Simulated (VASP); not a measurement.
# CdS (Greenockite): GW quasiparticle gap, part 2 of 3

How does the gap of CdS (Greenockite) change from the starting functional to GW? The cell is of the wurtzite type, one of the forms listed for this formula. The start is a cell from a database of measured crystal structures.

VASP 6.6.1, plane waves and PAW; the level of theory is named at each step.

So far, gap on the k-mesh (eV): step 3 (empty bands) 1.19.

The database entry behind the starting cell differs from later determinations by our own check (about 0.35 % long), so it need not match the best structure at ambient conditions.

### Step 4. G0W0, ENCUTGW 100, bands in the sums 232

This step: G0W0 on PBE; plane waves and PAW (Cd_GW, S_GW) (VASP 6.6.1).

G0W0 keeps orbitals and screening fixed and shifts each of the lowest NBANDSGW levels once.

File INCAR:

```
SYSTEM = CdS
PREC = Accurate
ENCUT = 330
ISMEAR = 0
SIGMA = 0.01
LREAL = .FALSE.
GGA = PE
NBANDS = 232
ALGO = EVGW0
NELMGW = 1
ENCUTGW = 100
NOMEGA = 48
PRECFOCK = Fast
NBANDSGW = 32
LWAVE = .FALSE.
LCHARG = .FALSE.
```

File POSCAR:

```
CdS
1.0
    4.1500000000      0.0000000000      0.0000000000
   -2.0750000000      3.5940054257      0.0000000000
    0.0000000000      0.0000000000      6.7370000000
Cd S
2 2
Direct
    0.3333333333      0.6666666667      0.0000000000
    0.6666666667      0.3333333333      0.5000000000
    0.3333333333      0.6666666667      0.3750000000
    0.6666666667      0.3333333333      0.8750000000
```

File KPOINTS:

```
Automatic mesh
0
Gamma
6 6 4
0 0 0
```

The projector-augmented-wave data sets are Cd_GW and S_GW (PBE family, release 64).

Launch:

```console
$ mpirun -np 8 vasp_std
```

The log of the run:

```text
[banner, memory and clock lines left out]
running    8 mpi-ranks, on    1 nodes
 distrk:  each k-point on    8 cores,    1 groups
 distr:  one band on    1 cores,    8 groups

 POSCAR found type information on POSCAR CdS
 POSCAR found :  2 types and       4 ions
 [... a notice as in an earlier step ...]

|                                                                             |
|           W    W    AA    RRRRR   N    N  II  N    N   GGGG   !!!           |
|           W    W   A  A   R    R  NN   N  II  NN   N  G    G  !!!           |
|           W    W  A    A  R    R  N N  N  II  N N  N  G       !!!           |
|           W WW W  AAAAAA  RRRRR   N  N N  II  N  N N  G  GGG   !            |
|           WW  WW  A    A  R   R   N   NN  II  N   NN  G    G                |
|           W    W  A    A  R    R  N    N  II  N    N   GGGG   !!!           |
|                                                                             |
|     The default for ENCUTGWSOFT is different in this version of VASP.       |
|     please manually set ENCUTGWSOFT =100 in the INCAR file.                 |
|                                                                             |

 LDA part: xc-table for (Slater+PW92), standard interpolation
 found WAVECAR, reading the header
 POSCAR, INCAR and KPOINTS ok, starting setup
 FFT: planning ... GRIDC
 FFT: planning ... GRID_SOFT
 FFT: planning ... GRID
 reading WAVECAR
 the WAVECAR file was read successfully
 initial charge from wavefunction
 available memory per node:     33.77 GB, setting MAXMEM to     34580

 The Fermi energy was updated, please check that it is located mid-gap
 values below the HOMO (VB) or above the LUMO (CB) will cause erroneous energies
 E-fermi :   3.1219

 calculate exact exchange contribution
 the WAVEDER file was read successfully
energies w=
    0.000    0.000    0.538    0.000    1.074    0.000    1.606    0.000
    2.132    0.000    2.650    0.000    3.159    0.000    3.660    0.000
    4.151    0.000    4.634    0.000    5.107    0.000    5.573    0.000
    6.032    0.000    6.486    0.000    6.936    0.000    7.383    0.000
    7.829    0.000    8.276    0.000    8.727    0.000    9.182    0.000
    9.644    0.000   10.117    0.000   10.601    0.000   11.102    0.000
   11.622    0.000   12.164    0.000   12.735    0.000   13.338    0.000
   13.981    0.000   14.672    0.000   15.418    0.000   16.232    0.000
   17.128    0.000   18.122    0.000   19.239    0.000   20.507    0.000
   21.963    0.000   23.660    0.000   25.670    0.000   28.093    0.000
   31.076    0.000   34.843    0.000   39.755    0.000   46.421    0.000
   55.975    0.000   70.775    0.000   96.688    0.000  153.470    0.000
 responsefunction array rank=     248
 LDA part: xc-table for (Slater+PW92), standard interpolation

 min. memory requirement per mpi rank    393.2 MB, per node   3145.6 MB

 allocating   6 responsefunctions rank=   248
 shmem allocating  48 responsefunctions rank=   248
 response function shared by NCSHMEM nodes    1
 Doing            6  frequencies on each core in blocks of           48
NQ=   1    0.0000    0.0000    0.0000,
|.........|.........|.........|.........|.........|.........|.........|.........
 performed       1421000 updates of chi_q(r,r)
 total number of BLAS operations        682.45 Gflops
NQ=   2    0.1667   -0.0000    0.0000,
|.........|.........|.........|.........|.........|.........|.........|.........
 performed       3866000 updates of chi_q(r,r)
 total number of BLAS operations       1772.18 Gflops
NQ=   3    0.3333    0.0000    0.0000,
|.........|.........|.........|.........|.........|.........|.........|.........
 performed       6311000 updates of chi_q(r,r)
 total number of BLAS operations       2843.51 Gflops
NQ=   4    0.5000   -0.0000    0.0000,
|.........|.........|.........|.........|.........|.........|.........|.........
 performed       8222000 updates of chi_q(r,r)
 total number of BLAS operations       3597.03 Gflops
NQ=   5    0.1667    0.1667    0.0000,
|.........|.........|.........|.........|.........|.........|.........|.........
 performed      10756000 updates of chi_q(r,r)
 total number of BLAS operations       4623.62 Gflops
NQ=   6    0.3333    0.1667    0.0000,
|.........|.........|.........|.........|.........|.........|.........|.........
 performed      13647000 updates of chi_q(r,r)
 total number of BLAS operations       5763.51 Gflops
NQ=   7    0.3333    0.3333    0.0000,
|.........|.........|.........|.........|.........|.........|.........|.........
 performed      15320000 updates of chi_q(r,r)
 total number of BLAS operations       6388.18 Gflops
NQ=   8    0.0000    0.0000    0.2500,
|.........|.........|.........|.........|.........|.........|.........|.........
 performed      16845000 updates of chi_q(r,r)
 total number of BLAS operations       7050.56 Gflops
NQ=   9    0.1667   -0.0000    0.2500,
|.........|.........|.........|.........|.........|.........|.........|.........
 performed      19557000 updates of chi_q(r,r)
 total number of BLAS operations       8228.83 Gflops
NQ=  10    0.3333    0.0000    0.2500,
|.........|.........|.........|.........|.........|.........|.........|.........
 performed      22269000 updates of chi_q(r,r)
 total number of BLAS operations       9386.96 Gflops
NQ=  11    0.5000   -0.0000    0.2500,
|.........|.........|.........|.........|.........|.........|.........|.........
 performed      24447000 updates of chi_q(r,r)
 total number of BLAS operations      10277.08 Gflops
NQ=  12    0.1667    0.1667    0.2500,
|.........|.........|.........|.........|.........|.........|.........|.........
 performed      27338000 updates of chi_q(r,r)
 total number of BLAS operations      11489.99 Gflops
NQ=  13    0.3333    0.1667    0.2500,
|.........|.........|.........|.........|.........|.........|.........|.........
 performed      30585000 updates of chi_q(r,r)
 total number of BLAS operations      12816.94 Gflops
NQ=  14    0.3333    0.3333    0.2500,
|.........|.........|.........|.........|.........|.........|.........|.........
 performed      32407000 updates of chi_q(r,r)
 total number of BLAS operations      13574.70 Gflops
NQ=  15    0.0000    0.0000    0.5000,
|.........|.........|.........|.........|.........|.........|.........|.........
 performed      33828000 updates of chi_q(r,r)
 total number of BLAS operations      14095.37 Gflops
NQ=  16    0.1667   -0.0000    0.5000,
|.........|.........|.........|.........|.........|.........|.........|.........
 performed      36273000 updates of chi_q(r,r)
 total number of BLAS operations      15112.47 Gflops
NQ=  17    0.3333    0.0000    0.5000,
|.........|.........|.........|.........|.........|.........|.........|.........
 performed      38718000 updates of chi_q(r,r)
 total number of BLAS operations      16111.80 Gflops
NQ=  18    0.5000   -0.0000    0.5000,
|.........|.........|.........|.........|.........|.........|.........|.........
 performed      40629000 updates of chi_q(r,r)
 total number of BLAS operations      16906.60 Gflops
NQ=  19    0.1667    0.1667    0.5000,
|.........|.........|.........|.........|.........|.........|.........|.........
 performed      43163000 updates of chi_q(r,r)
 total number of BLAS operations      17960.75 Gflops
NQ=  20    0.3333    0.1667    0.5000,
|.........|.........|.........|.........|.........|.........|.........|.........
 performed      46054000 updates of chi_q(r,r)
 total number of BLAS operations      19142.09 Gflops
NQ=  21    0.3333    0.3333    0.5000,
|.........|.........|.........|.........|.........|.........|.........|.........
 performed      47727000 updates of chi_q(r,r)
 total number of BLAS operations      19838.09 Gflops
 resolving degeneracies of screened two electron integrals

 calculate QP shifts <psi_nk| G(iteration)W_0 |psi_nk>: iteration 1
 entering main loop
```

It took 5.5 min on 8 MPI ranks of Intel Xeon 6975P-C (Granite Rapids), shared host; peak memory 3.3 GiB; 44 min of CPU time.

OUTCAR, selected parts (step 4):

```text
 Found     21 irreducible k-points:

   k-points           NKPTS =     21   k-points in BZ     NKDIM =    144   number of bands    NBANDS=    232

   NELECT =      36.0000    total number of electrons

 E-fermi :   3.1219

 QP shifts <psi_nk| G(iteration)W_0 |psi_nk>: iteration 1
 for sc-GW calculations column KS-energies equals QP-energies in previous step
 and V_xc(KS)=  KS-energies - (<T + V_ion + V_H > + <T+V_H+V_ion>^1  + <V_x>^1)
 k-point   1 :       0.0000    0.0000    0.0000
  band No.  KS-energies  QP-energies   sigma(KS)   V_xc(KS)     V^pw_x(r,r')   Z            occupation Imag(sigma)
    ...
     15       1.7718       1.0847     -14.0963     -13.1714     -16.2486       0.7430       2.0000       0.0995
     16       2.4846       1.8675     -14.5296     -13.7086     -16.4526       0.7517       2.0000       0.0965
     17       2.5277       1.9091     -14.6037     -13.7802     -16.5649       0.7511       2.0000       0.0980
     18       2.5277       1.9091     -14.6037     -13.7802     -16.5649       0.7511       2.0000       0.0980
     19       3.7162       3.9468      -9.5755      -9.8652      -6.2009       0.7958       0.0000      -0.0300
     20       5.3120       5.6823      -9.5268      -9.9955      -5.7461       0.7899       0.0000      -0.0375
     21       8.9894       9.4519      -9.0631      -9.6590      -4.8645       0.7762       0.0000      -0.0755
     22       8.9894       9.4519      -9.0631      -9.6590      -4.8645       0.7762       0.0000      -0.0755
    ...

 k-point   2 :       0.1667   -0.0000    0.0000
  band No.  KS-energies  QP-energies   sigma(KS)   V_xc(KS)     V^pw_x(r,r')   Z            occupation Imag(sigma)
    ...
     15       1.3394       0.6583     -13.6123     -12.6994     -15.5061       0.7461       2.0000       0.1110
     16       1.4626       0.7511     -13.8449     -12.8834     -16.0615       0.7400       2.0000       0.1013
     17       2.2843       1.6433     -14.3813     -13.5264     -16.3674       0.7497       2.0000       0.0976
     18       2.3466       1.7093     -14.4820     -13.6306     -16.4944       0.7485       2.0000       0.0984
     19       4.8540       5.1500     -10.4305     -10.8095      -7.1386       0.7811       0.0000      -0.0350
     20       6.1625       6.6132     -10.0256     -10.6046      -6.1335       0.7785       0.0000      -0.0448
     21       8.2783       8.6454      -8.8181      -9.2896      -4.7243       0.7786       0.0000      -0.0708
     22       9.3343       9.7609      -9.0454      -9.5992      -4.7593       0.7704       0.0000      -0.0872
    ...

 k-point   3 :       0.3333    0.0000    0.0000
  band No.  KS-energies  QP-energies   sigma(KS)   V_xc(KS)     V^pw_x(r,r')   Z            occupation Imag(sigma)
    ...
     15       0.0315      -0.7710     -13.1871     -12.0821     -15.7020       0.7262       2.0000       0.1392
     16       0.9255       0.1822     -13.4504     -12.4374     -15.7960       0.7338       2.0000       0.1047
     17       1.7135       1.0151     -13.8822     -12.9420     -15.9879       0.7429       2.0000       0.1006
     18       1.9812       1.3095     -14.2289     -13.3284     -16.3393       0.7460       2.0000       0.0991
     19       5.9389       6.3582     -10.1519     -10.6921      -6.3485       0.7762       0.0000      -0.0476
     20       6.5251       6.9117      -9.4005      -9.8933      -5.5101       0.7845       0.0000      -0.0450
     21       7.8889       8.2156      -9.1312      -9.5538      -5.1378       0.7729       0.0000      -0.0719
     22       8.7248       9.1246      -9.3433      -9.8649      -5.0881       0.7665       0.0000      -0.0883
    ...

[... 8 parts as in an earlier step ...]

[... 5 further parts left out ...]
```

Numbers from this step:

```yaml
quasiparticle_gap_on_the_mesh: 2.038 eV
smallest_direct_quasiparticle_gap_on_the_mesh: 2.038 eV
gap_of_the_starting_orbitals_on_the_mesh: 1.189 eV
```

GW takes the gap from 1.189 to 2.038 eV. Spin-orbit coupling is left out. The value holds for 232 bands, ENCUTGW = 100 eV and this mesh, and isn't shown to be converged in them.

### Step 5. Empty bands

This step: PBE; plane waves and PAW (Cd_GW, S_GW) (VASP 6.6.1).

The empty bands are made again, for the run that follows.

File INCAR:

```
SYSTEM = CdS
PREC = Accurate
ENCUT = 330
ISMEAR = 0
SIGMA = 0.01
LREAL = .FALSE.
GGA = PE
NBANDS = 384
ALGO = Exact
NELM = 1
LWAVE = .TRUE.
LCHARG = .FALSE.
LOPTICS = .TRUE.
NEDOS = 1000
CSHIFT = 0.1
```

POSCAR is that of step 4.

KPOINTS is that of step 4.

Launch:

```console
$ mpirun -np 8 vasp_std
```

The log of the run:

```text
[banner, memory and clock lines left out]
running    8 mpi-ranks, on    1 nodes
[...]
[... a notice as in an earlier step ...]

 LDA part: xc-table for (Slater+PW92), standard interpolation
 found WAVECAR, reading the header
  number of bands has changed, file:    24 present:   384
  trying to continue reading WAVECAR, but it might fail
 POSCAR, INCAR and KPOINTS ok, starting setup
[...]
reading WAVECAR
 random initialization beyond band           24
 the WAVECAR file was read successfully
 initial charge from wavefunction
 entering main loop
       N       E                     dE             d eps       ncg     rms          rms(c)
DIA:   1    -0.123388104575E+02   -0.12339E+02    0.00000E+00     0   0.000E+00
   1 F= -.12338810E+02 E0= -.12338810E+02  d E =-.322371E-89
 writing wavefunctions
 optical routines
 imaginary and real dielectric function
 recalculating local potential from charge density
 direction            1
 direction            2
 direction            3
```

Wall time 13 s (8 MPI ranks); peak memory 2.2 GiB.

From OUTCAR (step 5):

```text
  Total        0.9080828      0.9080828      1.3014480      0.0000000      0.0000000      0.0000000
  in kB       14.4791371     14.4791371     20.7512390      0.0000000      0.0000000      0.0000000
  external PRESSURE =      16.5698377 kB  Pullay stress =       0.0000000 kB

 POSITION                                       TOTAL-FORCE (eV/Angst)
 -----------------------------------------------------------------------------------
     -0.00000      2.39600      0.00000        -0.000000     -0.000000     -0.067517
      2.07500      1.19800      3.36850         0.000000      0.000000     -0.067517
     -0.00000      2.39600      2.52637         0.000000     -0.000000      0.067517
      2.07500      1.19800      5.89487        -0.000000      0.000000      0.067517
 -----------------------------------------------------------------------------------
    total drift:                                0.000000      0.000001     -0.000271

  FREE ENERGIE OF THE ION-ELECTRON SYSTEM (eV)
  ---------------------------------------------------
  free  energy   TOTEN  =       -12.3388104575 eV

  energy  without entropy=      -12.3388104575  energy(sigma->0) =      -12.33881046

[... 1 part as in an earlier step ...]

[... 2 further parts left out ...]
[key lines of the parts left out:]
E-fermi :   2.6679
```

WAVECAR now holds 384 bands for 36 electrons.

### Step 6. G0W0, ENCUTGW 140, bands in the sums 384

This step: G0W0 on PBE; plane waves and PAW (Cd_GW, S_GW) (VASP 6.6.1).

ENCUTGW rises to 140 eV and the bands with it, to about the number of plane waves under that cutoff.

File INCAR:

```
SYSTEM = CdS
PREC = Accurate
ENCUT = 330
ISMEAR = 0
SIGMA = 0.01
LREAL = .FALSE.
GGA = PE
NBANDS = 384
ALGO = EVGW0
NELMGW = 1
ENCUTGW = 140
NOMEGA = 48
PRECFOCK = Fast
NBANDSGW = 32
LWAVE = .FALSE.
LCHARG = .FALSE.
```

POSCAR is that of step 5.

KPOINTS is that of step 5.

Launch:

```console
$ mpirun -np 8 vasp_std
```

The log of the run:

```text
[banner, memory and clock lines left out]
running    8 mpi-ranks, on    1 nodes
[...]
[... a notice as in an earlier step ...]

|                                                                             |
|           W    W    AA    RRRRR   N    N  II  N    N   GGGG   !!!           |
|           W    W   A  A   R    R  NN   N  II  NN   N  G    G  !!!           |
|           W    W  A    A  R    R  N N  N  II  N N  N  G       !!!           |
|           W WW W  AAAAAA  RRRRR   N  N N  II  N  N N  G  GGG   !            |
|           WW  WW  A    A  R   R   N   NN  II  N   NN  G    G                |
|           W    W  A    A  R    R  N    N  II  N    N   GGGG   !!!           |
|                                                                             |
|     The default for ENCUTGWSOFT is different in this version of VASP.       |
|     please manually set ENCUTGWSOFT =140 in the INCAR file.                 |
|                                                                             |

[...]
total number of BLAS operations      69034.03 Gflops
NQ=  17    0.3333    0.0000    0.5000,
|.........|.........|.........|.........|.........|.........|.........|.........
 performed      65130000 updates of chi_q(r,r)
 total number of BLAS operations      73731.13 Gflops
NQ=  18    0.5000   -0.0000    0.5000,
|.........|.........|.........|.........|.........|.........|.........|.........
 performed      68354000 updates of chi_q(r,r)
 total number of BLAS operations      77456.01 Gflops
NQ=  19    0.1667    0.1667    0.5000,
|.........|.........|.........|.........|.........|.........|.........|.........
 performed      72610000 updates of chi_q(r,r)
 total number of BLAS operations      82270.30 Gflops
NQ=  20    0.3333    0.1667    0.5000,
|.........|.........|.........|.........|.........|.........|.........|.........
 performed      77456000 updates of chi_q(r,r)
 total number of BLAS operations      87987.42 Gflops
NQ=  21    0.3333    0.3333    0.5000,
|.........|.........|.........|.........|.........|.........|.........|.........
 performed      80287000 updates of chi_q(r,r)
 total number of BLAS operations      91021.51 Gflops
 resolving degeneracies of screened two electron integrals

 calculate QP shifts <psi_nk| G(iteration)W_0 |psi_nk>: iteration 1
 entering main loop
[key lines of the parts left out:]
E-fermi :   3.1219
```

It took 10 min on 8 MPI ranks; peak memory 4.7 GiB; 83 min of CPU time.

OUTCAR, selected parts (step 6):

```text
 QP shifts <psi_nk| G(iteration)W_0 |psi_nk>: iteration 1
 for sc-GW calculations column KS-energies equals QP-energies in previous step
 and V_xc(KS)=  KS-energies - (<T + V_ion + V_H > + <T+V_H+V_ion>^1  + <V_x>^1)
 k-point   1 :       0.0000    0.0000    0.0000
  band No.  KS-energies  QP-energies   sigma(KS)   V_xc(KS)     V^pw_x(r,r')   Z            occupation Imag(sigma)
    ...
     15       1.7718       0.9382     -14.2961     -13.1714     -16.2486       0.7412       2.0000       0.0578
     16       2.4846       1.7099     -14.7418     -13.7086     -16.4526       0.7498       2.0000       0.0572
     17       2.5277       1.7514     -14.8166     -13.7802     -16.5649       0.7489       2.0000       0.0600
     18       2.5277       1.7514     -14.8166     -13.7802     -16.5649       0.7489       2.0000       0.0600
     19       3.7162       3.8124      -9.7441      -9.8652      -6.2009       0.7939       0.0000      -0.0531
     20       5.3120       5.5542      -9.6884      -9.9955      -5.7461       0.7885       0.0000      -0.0518
     21       8.9894       9.3558      -9.1863      -9.6590      -4.8645       0.7751       0.0000      -0.0750
     22       8.9894       9.3558      -9.1863      -9.6590      -4.8645       0.7751       0.0000      -0.0750
    ...

[... 1 part as in an earlier step ...]

[... 2 further parts left out ...]
[key lines of the parts left out:]
E-fermi :   3.1219
```

The gap is now 2.061 eV, +23 meV against the GW run before. Spin-orbit coupling is left out.

(Continued in part 3 of 3.)

[Lines on the potential files, build, host, timing and source positions are cut from VASP's logs without a mark.]

[Logs are printed without paths, hosts, clocks, repeated set-up lines and the standing remarks that a program may print on its own settings, such as how far it seeks lower states.]

[Hosts, paths, dates, database ids (printed as entryN), source tags and the programs' standing remarks are cut or masked in the printed files.]

[Pressures printed for these runs are not shown converged in the cutoff: they can be off by several GPa and have the wrong sign.]
